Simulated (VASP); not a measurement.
Method: PBE GGA with D3 dispersion (zero damping), VASP's PBE PAW potentials (set 64) (plane waves; VASP).

The input files of a VASP run:

INCAR:
```
EDIFF = 1E-7   ! SCF stop (eV)
SYSTEM = Ni3Al
ENCUT = 520
LMAXMIX = 4   ! l cut-off of mixed one-centre charges
ISPIN = 2
LCHARG = F
LASPH = T   ! aspherical one-centre terms
ISIF = 2
GGA = PE   ! PBE
SIGMA = 0.1   ! width (eV)
ISMEAR = 1   ! Methfessel-Paxton
NELM = 100   ! most electronic steps
IVDW = 11
ALGO = Normal   ! blocked Davidson
PREC = Accurate
LORBIT = 10
LWAVE = F
MAGMOM = -0.0 3*0.3
LREAL = F   ! projection in real space or not
```

File POSCAR:
```
Ni3Al
1.0
  3.5570963914   0.0000000000   0.0000000000
  0.0000000000   3.5570963914   0.0000000000
  0.0000000000   0.0000000000   3.5570963914
Al Ni
1 3
Cartesian
  0.0000000000   0.0000000000   0.0000000000
  0.0000000000   1.7785481957   1.7785481957
  1.7785481957   0.0000000000   1.7785481957
  1.7785481957   1.7785481957   0.0000000000
```

KPOINTS:
```
Automatic mesh
0
Gamma
9 9 9
0 0 0
```

POTCAR, in this order: Al Ni (PBE.64 set). Program: vasp_std.

Problem. Estimate the energy per atom (σ→0), cell moment, dispersion energy, pressure, band gap (on the k-mesh).

Solution. 
```json
{
 "energy per atom (σ→0)": "-5.855 eV/atom",
 "cell_moment": "0.72 μB",
 "dispersion_energy": "-1.525 eV",
 "band gap (on the k-mesh)": "none (metal, semimetal or under 0.01 eV)",
 "pressure": "-5.38 GPa"
}
```

File OSZICAR:
```
...
DAV:  12    -0.218951846761E+02   -0.56606E-02   -0.58774E-03  3344   0.153E+00    0.275E-01
DAV:  13    -0.218957256505E+02   -0.54097E-03   -0.70392E-04  3524   0.350E-01    0.128E-01
DAV:  14    -0.218958305934E+02   -0.10494E-03   -0.16726E-04  3412   0.189E-01    0.257E-02
DAV:  15    -0.218958344281E+02   -0.38347E-05   -0.20662E-05  3396   0.618E-02    0.104E-02
DAV:  16    -0.218958352378E+02   -0.80968E-06   -0.28551E-06  3088   0.320E-02    0.401E-03
DAV:  17    -0.218958349778E+02    0.25995E-06   -0.16784E-07  1892   0.694E-03    0.145E-03
DAV:  18    -0.218958349209E+02    0.56942E-07   -0.90920E-08  1528   0.439E-03
   1 F= -.23420892E+02 E0= -.23420675E+02  d E =-.648771E-03  mag=     0.7215
```

The compound is Ni3Al in the L1_2 structure. This cell is one point of a volume scan, at 1.03 of the reference volume.
